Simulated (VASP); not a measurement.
Input:

```xyz
2
Lattice="0.0000 2.2217 2.2217 2.2217 0.0000 2.2217 2.2217 2.2217 0.0000" Properties=species:S:1:pos:R:3 pbc="T T T"
Ta     0.0000     0.0000     0.0000
C      2.2217     2.2217     2.2217
```

Level of theory: PBEsol GGA, VASP's PBE PAW potentials (set 64) (plane waves; VASP). Run with 620 eV cut-off, 14×14×14 Γ-centred mesh, first-order Methfessel-Paxton smearing of 0.10 eV, potentials Ta_pv C.

Unless said otherwise, spin-orbit coupling is left out, though it shifts the bands of the heavy elements here.

What does the run give for the energy per atom (σ→0), band gap (on the k-mesh) with the smallest direct gap where there is one?

```
Item                                                         Value
------------------------  ----------------------------------------
band gap (on the k-mesh)  none (metal, semimetal or under 0.01 eV)
energy per atom (σ→0)                      -1134.6 kJ/mol of atoms
```

The absolute energy has meaning only against runs of the same code, potentials and settings.

The compound is TaC in the rock salt structure. It was relaxed first. The electron count is odd and the run is not spin-polarised, which forces a metal.
